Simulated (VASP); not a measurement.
Consider the following.

```
C
1.0
    0.00000     1.78038     1.78038
    1.78038     0.00000     1.78038
    1.78038     1.78038     0.00000
C
2
Direct
  0.50000   0.50000   0.50000
  0.75000   0.75000   0.75000
```

Level of theory: PBE GGA, VASP's PBE PAW potentials (set 64) (plane waves; VASP 6.6.1). Numerical set-up: 500 eV cut-off, 11×11×11 Γ-centred mesh, Gaussian smearing of 0.050 eV, potentials C.

Task: The ions, cell shape and volume are relaxed. Give the cell that the relaxation ends in.

Result: 
```
C
1.0
    0.00000     1.78681     1.78681
    1.78681     0.00000     1.78681
    1.78681     1.78681     0.00000
C
2
Direct
  0.50000   0.50000   0.50000
  0.75000   0.75000   0.75000
```
Space group Fd-3m (227), at a tolerance of 0.03 Å.

Task: How do energy and volume change from the first to the last step?

Result: The energy (σ→0) changes by -0.9 meV/atom and the volume by +1.1 %, in 3 ionic steps.

| step | E(σ→0) (eV) | max force (eV/Å) | pressure (GPa) | volume (Å³) |
|---|---|---|---|---|
| 1 | -18.1841 | 0.000 | 4.79 | 11.29 |
| 2 | -18.1831 | 0.000 | -5.73 | 11.56 |
| 3 | -18.1859 | 0.000 | 0.00 | 11.41 |

The structure comes from a computed database's C entry (Fd-3m); how it stands against other phases isn't given here. This run relaxes it. Symmetry was kept, so distortions that lower it aren't found.
